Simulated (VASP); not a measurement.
Here is the system:

```xyz
3
Lattice="0.0000 3.5501 3.5501 3.5501 0.0000 3.5501 3.5501 3.5501 0.0000" Properties=species:S:1:pos:R:3 pbc="T T T"
Sr     7.1001     7.1001     7.1001
Cl     1.7750     1.7750     1.7750
Cl     5.3251     5.3251     5.3251
```

Computed with PBE GGA with D3 dispersion (Becke-Johnson damping), VASP's PBE PAW potentials (set 64) (plane waves; VASP). Settings: 520 eV cut-off, 6×6×6 Γ-centred mesh, Gaussian smearing of 0.050 eV, potentials Sr_sv Cl.

Task: What does the run give for the energy per atom (σ→0), pressure, band gap (on the k-mesh) with the smallest direct gap where there is one?

Result: 
```yaml
band gap (on the k-mesh): 5.14 eV
smallest direct gap (on the k-mesh): 5.45 eV
energy per atom (σ→0): -4.472 eV/atom
pressure: -1.90 GPa
```

The compound is SrCl2 in the fluorite structure. This cell is one point of a volume scan, at 1.06 of the reference volume.
